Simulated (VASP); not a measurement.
OSZICAR of a VASP run on Eu (bcc):

### OSZICAR
```
       N       E                     dE             d eps       ncg     rms          rms(c)
DAV:   1     0.121727207014E+02    0.12173E+02   -0.38805E+03  1384   0.821E+02
DAV:   2     0.108039607909E+01   -0.11092E+02   -0.10994E+02  1888   0.106E+02
DAV:   3     0.881069011897E+00   -0.19933E+00   -0.19772E+00  1912   0.108E+01
DAV:   4     0.878731753813E+00   -0.23373E-02   -0.23581E-02  2032   0.135E+00
DAV:   5     0.878716600620E+00   -0.15153E-04   -0.15012E-04  1992   0.916E-02    0.625E+00
DAV:   6     0.863415088647E+00   -0.15302E-01   -0.28574E-03  2184   0.387E-01    0.377E+00
DAV:   7     0.854127058183E+00   -0.92880E-02   -0.74981E-03  1976   0.659E-01    0.659E-02
DAV:   8     0.853836587822E+00   -0.29047E-03   -0.54219E-04  2200   0.198E-01    0.243E-02
DAV:   9     0.853788965696E+00   -0.47622E-04   -0.33335E-05  1496   0.471E-02    0.936E-03
DAV:  10     0.853765500702E+00   -0.23465E-04   -0.31542E-05  2024   0.504E-02    0.216E-03
DAV:  11     0.853764750936E+00   -0.74977E-06   -0.36483E-07  1792   0.606E-03    0.817E-04
DAV:  12     0.853763935452E+00   -0.81548E-06   -0.63702E-08  1776   0.285E-03    0.520E-04
DAV:  13     0.853764088452E+00    0.15300E-06   -0.81791E-09   824   0.927E-04    0.182E-04
DAV:  14     0.853764100385E+00    0.11933E-07   -0.14083E-09   808   0.536E-04
   1 F= 0.85376410E+00 E0= 0.85376410E+00  d E =0.000000E+00
```

### Question
Which electronic solver shows in the log?

### Answer
It is blocked Davidson (ALGO = Normal, or the opening steps of other solvers). The INCAR had ALGO = Normal.

### Question
Can the final energy be trusted as converged?

### Answer
The run converged. It stopped with EDIFF = 1E-7, NELM = 100 (vdW-DF2, plane waves, VASP's PBE PAW potentials (set 64)). The 4f electrons are frozen in the core of the lanthanide potential, so 4f levels, which can set the real gap, and their magnetism are missing.

The compound is Eu in the bcc structure. It was relaxed first, which changed the volume by -6 %.
